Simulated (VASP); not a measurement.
Computed with vdW-DF-cx, VASP's PBE PAW potentials (set 64) (plane waves; VASP).

VASP input:

### INCAR
```
SYSTEM = As
ALGO = Normal
LWAVE = .False.
EDIFF = 1E-7
ISMEAR = -5
NEDOS = 601   # DOS grid
GGA = CX
LUSE_VDW = .True.
LORBIT = 11   # lm-projected
LASPH = .True.   # aspherical one-centre terms
ENCUT = 520   # plane-wave cut-off (eV)
LCHARG = .True.
AGGAC = 0.0
LREAL = .False.   # projection in real space or not
ISIF = 2
NELM = 100
PREC = Accurate
LMAXMIX = 4   # l cut-off of mixed one-centre charges
```

File KPOINTS:
```
Automatic mesh
0
Gamma
13 13 13
0 0 0
```

### POSCAR
```
As
1.0
  3.5709971532  -1.9018868412  -0.0469806405
  3.5709971532   1.9018868412  -0.0469806405
  2.5994769437   0.0000000000   3.1006643394
As
2
Cartesian
  2.2431217780  -0.0000000000   0.6923390664
  7.4983494721  -0.0000000000   2.3143639920
```

POTCAR, in this order: As (PBE.64 set). Program: vasp_std.

**Question.** What will the output report for the number of irreducible k-points (NKPTS), largest plane-wave count, number of space-group operations, FFT grid (NGX, NGY, NGZ)?

**Answer.** 
The number of irreducible k-points (NKPTS) comes out as 231. The largest plane-wave count is 1165 and the number of space-group operations is 12. The FFT grid (NGX, NGY, NGZ) comes out as 30 × 30 × 30.

The compound is As in the a7 structure. It was relaxed first.
